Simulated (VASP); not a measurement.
All values below come from PBEsol GGA, VASP's PBE PAW potentials (set 64) (plane waves; VASP 6.6.1).

The input files of a VASP run:

### KPOINTS
```
Automatic mesh
0
Gamma
 4 4 6
0 0 0
```

**INCAR**
```
NSW = 60   # most ionic steps
EDIFF = 1E-6   # SCF stop (eV)
ALGO = Normal   # blocked Davidson
LMAXMIX = 4
ISMEAR = 0
GGA = PS
SYSTEM = PbO2
ISIF = 3
IBRION = 2
SIGMA = 0.05
NELM = 100
LCHARG = F
PREC = Accurate
LREAL = F   # projection in real space or not
ENCUT = 520   # plane-wave cut-off (eV)
EDIFFG = -0.02   # ionic stop
LWAVE = F
LASPH = T   # aspherical one-centre terms
```

### POSCAR
```
PbO2
1
    4.9936779022     0.0000000000     0.0000000000
    0.0000000000     4.9936779022     0.0000000000
    0.0000000000     0.0000000000     3.4168354417
Pb O
2 4
Direct
  1.0000000000   1.0000000000   0.0000000000
  0.5000000000   0.5000000000   0.5000000000
  0.3074101816   0.3074101816   0.0000000000
  0.8074101816   0.1925898184   0.5000000000
  0.1925898184   0.8074101816   0.5000000000
  0.6925898184   0.6925898184   0.0000000000
```

POTCAR, in this order: Pb_d O (PBE.64 set). Program: vasp_std.

Output of the run:

### OSZICAR
```
       N       E                     dE             d eps       ncg     rms          rms(c)
DAV:   1     0.688152737796E+03    0.68815E+03   -0.26337E+04  1488   0.204E+03
DAV:   2     0.562658262398E+02   -0.63189E+03   -0.60975E+03  1635   0.552E+02
DAV:   3    -0.347753699307E+02   -0.91041E+02   -0.88823E+02  1884   0.229E+02
DAV:   4    -0.389174480645E+02   -0.41421E+01   -0.41269E+01  1847   0.519E+01
DAV:   5    -0.390763639136E+02   -0.15892E+00   -0.15888E+00  1985   0.954E+00    0.128E+01
DAV:   6    -0.341417598602E+02    0.49346E+01   -0.22072E+01  2285   0.541E+01    0.443E+00
DAV:   7    -0.341276477628E+02    0.14112E-01   -0.15448E+00  1596   0.968E+00    0.268E+00
DAV:   8    -0.341006363291E+02    0.27011E-01   -0.47311E-01  2322   0.650E+00    0.116E+00
DAV:   9    -0.340725268797E+02    0.28109E-01   -0.11766E-01  2432   0.424E+00    0.121E-01
DAV:  10    -0.340738486979E+02   -0.13218E-02   -0.99418E-03  1670   0.577E-01    0.939E-02
DAV:  11    -0.340738130507E+02    0.35647E-04   -0.24780E-04  2313   0.160E-01    0.393E-02
DAV:  12    -0.340737976493E+02    0.15401E-04   -0.51747E-05  2265   0.504E-02    0.111E-02
DAV:  13    -0.340737960062E+02    0.16430E-05   -0.51009E-06  1765   0.226E-02    0.161E-03
DAV:  14    -0.340737958515E+02    0.15471E-06   -0.71801E-07  1125   0.118E-02
   1 F= -.34073796E+02 E0= -.34073778E+02  d E =-.340738E+02
```

File OUTCAR:
```
------------------------ aborting loop because EDIFF is reached ----------------------------------------
  FORCE on cell =-STRESS in cart. coord.  units (eV):
  Direction    XX          YY          ZZ          XY          YZ          ZX
  --------------------------------------------------------------------------------------
  Total        0.0519169      0.0519169      0.0083273      0.0000000      0.0000000      0.0000000
  in kB        0.9762341      0.9762341      0.1565847      0.0000000      0.0000000      0.0000000
  external PRESSURE =       0.7030176 kB  Pullay stress =       0.0000000 kB
  volume of cell :       85.21
      direct lattice vectors                 reciprocal lattice vectors
     4.993677902  0.000000000  0.000000000     0.200253204  0.000000000  0.000000000
     0.000000000  4.993677902  0.000000000     0.000000000  0.200253204  0.000000000
     0.000000000  0.000000000  3.416835442     0.000000000  0.000000000  0.292668470
 POSITION                                       TOTAL-FORCE (eV/Angst)
 -----------------------------------------------------------------------------------
      0.00000      0.00000      0.00000        -0.000000      0.000000      0.000000
      2.49684      2.49684      1.70842        -0.000000      0.000000      0.000000
      1.53511      1.53511      0.00000         0.011994      0.011994      0.000000
      4.03195      0.96173      1.70842         0.011994     -0.011994      0.000000
      0.96173      4.03195      1.70842        -0.011994      0.011994      0.000000
      3.45857      3.45857      0.00000        -0.011994     -0.011994      0.000000
 -----------------------------------------------------------------------------------
    total drift:                                0.000000     -0.000000      0.000000
  FREE ENERGIE OF THE ION-ELECTRON SYSTEM (eV)
  ---------------------------------------------------
  free  energy   TOTEN  =       -34.0737958515 eV

  energy  without entropy=      -34.0737603213  energy(sigma->0) =      -34.07377809

 reached required accuracy - stopping structural energy minimisation
```
(Selected blocks of OUTCAR.)

The compound is PbO2 in the rutile structure. It was relaxed first. The start is the result of an earlier pass.
